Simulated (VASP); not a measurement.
Consider the following.

```xyz
2
Lattice="3.7649 -1.9149 0.0050 3.7649 1.9149 0.0050 2.7867 0.0000 3.1742" Properties=species:S:1:pos:R:3 pbc="T T T"
As     2.3409     0.0000     0.7225
As     7.9757     0.0000     2.4617
```

Level of theory: optB88-vdW, VASP's PBE PAW potentials (set 64) (plane waves; VASP 6.6.1). Settings: 520 eV cut-off, 10×10×10 Γ-centred mesh, first-order Methfessel-Paxton smearing of 0.10 eV, potentials As.

Task: Predict the energy per atom (σ→0), band gap (on the k-mesh) with the smallest direct gap where there is one.

Result: 
```
Quantity                                                     Value
------------------------  ----------------------------------------
band gap (on the k-mesh)  none (metal, semimetal or under 0.01 eV)
energy per atom (σ→0)                               -3.095 eV/atom
```

The compound is As in the a7 structure. It was relaxed first, which changed the volume by +6 %. The start is the result of an earlier pass.
